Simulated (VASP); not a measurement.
Given:

```xyz
2
Lattice="0.0000 2.6722 2.6722 2.6722 0.0000 2.6722 2.6722 2.6722 0.0000" Properties=species:S:1:pos:R:3 pbc="T T T"
Mg     2.6722     2.6722     0.0000
Se     2.6722     2.6722     2.6722
```

Computed with AM05 GGA, VASP's PBE PAW potentials (set 64) (plane waves; VASP). Numerical set-up: 520 eV cut-off, 8×8×8 Γ-centred mesh, Gaussian smearing of 0.050 eV, potentials Mg Se.

### Question
The job: MgSe (rock salt), 2 atoms, AM05, static run, 520 eV, 8×8×8 Γ-centred mesh. Roughly how much core time does it take on a busy server core?

### Answer
About 9 core-seconds (one run on a shared machine, a rough figure). It had 29 irreducible k-points, 8 bands, up to 1036 plane waves and 13 electronic steps.

The compound is MgSe in the rock salt structure. This cell is one point of a volume scan, at 0.94 of the reference volume.
